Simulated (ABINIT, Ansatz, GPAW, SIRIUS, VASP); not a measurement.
HfB: programs and potentials compared

```
Hf B
1.0
     0.00000    2.31000    2.31000
     2.31000    0.00000    2.31000
     2.31000    2.31000    0.00000
Hf B
1 1
Direct
  0.49679 0.51141 0.50846
  0.99035 0.99461 0.99282
```

Atoms were shifted at random by some hundredths of an Å from the given cell, which wasn't relaxed again for these runs.

Alike in all runs: task single point; functional PBEsol; k mesh 10 × 10 × 10; occupations fermi-dirac, width 0.05 eV; no spin polarisation; no spin-orbit coupling. Pressure is positive in compression and, in plane waves, holds the error of the finite cutoff.

```csv
program and potentials,plane-wave cutoff (eV),notes,band gap (eV),pressure (GPa),largest force (eV/Å),energy over the undisturbed cell (meV/atom)
"GPAW, PAW data sets generated for this functional",800,7.5 valence electrons an atom on average,no gap,26.39,1.188,30.38
"SIRIUS, PseudoDojo 0.4.1 PBEsol standard (scalar relativistic)",1054,7.5 valence electrons an atom on average,no gap,25.39,1.158,29.59
"ABINIT, PseudoDojo NC SR PBEsol v0.4.1 standard",1034,7.5 valence electrons an atom on average,no gap,25.39,1.158,29.59
"VASP, PBE PAW files B, Hf_pv, 520 eV",520,potentials made for PBE; 6.5 valence electrons an atom on average,no gap,25.12,1.167,-
"Ansatz, all-electron LAPW, scalar-relativistic",-,-,no gap,24.05,1.161,-
```

Force on atom 1 (Hf), eV/Å:

```
                                        program and potentials       x       y       z
             GPAW, PAW data sets generated for this functional  -0.849  -0.572  -0.603
SIRIUS, PseudoDojo 0.4.1 PBEsol standard (scalar relativistic)  -0.827  -0.558  -0.588
               ABINIT, PseudoDojo NC SR PBEsol v0.4.1 standard  -0.827  -0.558  -0.588
                          VASP, PBE PAW files B, Hf_pv, 520 eV  -0.834  -0.562  -0.592
                Ansatz, all-electron LAPW, scalar-relativistic  -0.830  -0.559  -0.589
```

None finds a gap. The pressure spans 24.05 (Ansatz, all-electron LAPW, scalar-relativistic) to 26.39 GPa (GPAW, PAW data sets generated for this functional), with all-electron results at 24.05. The cell lies far from this level's equilibrium.

The functional is the same throughout but for its coding, so the spread measures potentials, basis and numerics; runs on potential files found faulty are left out.
